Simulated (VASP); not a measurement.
Input of a VASP 6.6.1 run:

Contents of INCAR:

```
SYSTEM = BaMgAsF
  ALGO = Normal
  EDIFF = 1E-6
  EDIFFG = -0.01
  ENCUT = 600
  GGA = RP
  IBRION = 2
  ISIF = 3
  ISMEAR = 0
  KPAR = 2
  LASPH = .TRUE.
  LCHARG = .FALSE.
  LREAL = .FALSE.
  LWAVE = .FALSE.
  NELM = 80
  NSW = 90
  PREC = Accurate
  SIGMA = 0.03
```

The input KPOINTS:

```
k-points
0
G
  6 6 4
  0 0 0
```

File POSCAR:

```
BaMgAsF
1.0
    4.3855000000      0.0000000000      0.0000000000
    0.0000000000      4.3855000000      0.0000000000
    0.0000000000      0.0000000000      9.5918000000
Ba As Mg F
2 2 2 2
Direct
    0.5000000000      0.0000000000      0.1547000000
    0.0000000000      0.5000000000      0.8453000000
    0.5000000000      0.0000000000      0.6610000000
    0.0000000000      0.5000000000      0.3390000000
    0.5000000000      0.5000000000      0.5000000000
    0.0000000000      0.0000000000      0.5000000000
    0.5000000000      0.5000000000      0.0000000000
    0.0000000000      0.0000000000      0.0000000000
```

Potentials or basis: VASP PAW PBE potentials, release 64 (Ba_sv, As, Mg, F).

The run is started by

```console
$ cat potpaw_PBE.64/Ba_sv/POTCAR potpaw_PBE.64/As/POTCAR potpaw_PBE.64/Mg/POTCAR potpaw_PBE.64/F/POTCAR > POTCAR
$ mpirun -np 2 vasp_std > vasp.out
```

Q: Estimate the relaxed cell.

A: a = 4.480 Å, b = 4.480 Å, c = 9.929 Å, α = 90.00°, β = 90.00°, γ = 90.00°.

Q: Predict the space group after relaxing (to 0.05 Å).

A: P4/nmm (No. 129).

Step by step:
| step | energy change (eV) | largest force (eV/Å) | pressure (GPa) | volume (Å³) |
| --- | --- | --- | --- | --- |
| 1 | 0.0000 | 0.4042 | 3.90 | 184.48 |
| 2 | -0.1561 | 0.2453 | -0.43 | 199.87 |
| 3 | -0.1593 | 0.2014 | 0.05 | 197.79 |
| 4 | -0.1593 | 0.2074 | -0.01 | 198.06 |
| 5 | -0.1637 | 0.1597 | -0.03 | 198.45 |
| 6 | -0.1698 | 0.0265 | -0.06 | 199.51 |
| 7 | -0.1700 | 0.0328 | -0.07 | 199.69 |
| 8 | -0.1702 | 0.0247 | 0.04 | 199.18 |
| 9 | -0.1702 | 0.0245 | 0.04 | 199.17 |
| 10 | -0.1703 | 0.0015 | 0.00 | 199.27 |

Caveat: the PAW data sets were made with another functional, which shifts forces and pressure a little.
